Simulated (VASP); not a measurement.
Consider the following.

```
CELL_PARAMETERS angstrom
      3.84180     0.00000     0.00000
     -1.92090     3.32710     0.00000
      0.00000     0.00000     6.74915
ATOMIC_POSITIONS crystal
  Ti 0.00000 0.00000 0.00000
  Te 0.66667 0.33333 0.74983
  Te 0.33333 0.66667 0.25017
```

Level of theory: LDA (Ceperley-Alder, Perdew-Zunger), VASP's LDA PAW potentials (set 64) (plane waves; VASP). Run with 300 eV cut-off, 10×10×5 Γ-centred mesh, Gaussian smearing of 0.20 eV, potentials Ti_sv Te.

At this cut-off the stress carries a Pulay error, which pulls relaxed volumes low. Unless said otherwise, spin-orbit coupling is left out, though it shifts the bands of the heavy elements here.

Question: Predict the energy per atom (σ→0), pressure, largest force, band gap (on the k-mesh) with the smallest direct gap where there is one.

Answer: 
```
Property                                                    Result
------------------------  ----------------------------------------
band gap (on the k-mesh)  none (metal, semimetal or under 0.01 eV)
energy per atom (σ→0)                               -6.050 eV/atom
pressure                                                -52.1 kbar
largest force                                           0.252 eV/Å
```

The structure comes from a computed database's TiTe2 entry; how it stands against other phases isn't given here. The cell was not relaxed at this level.
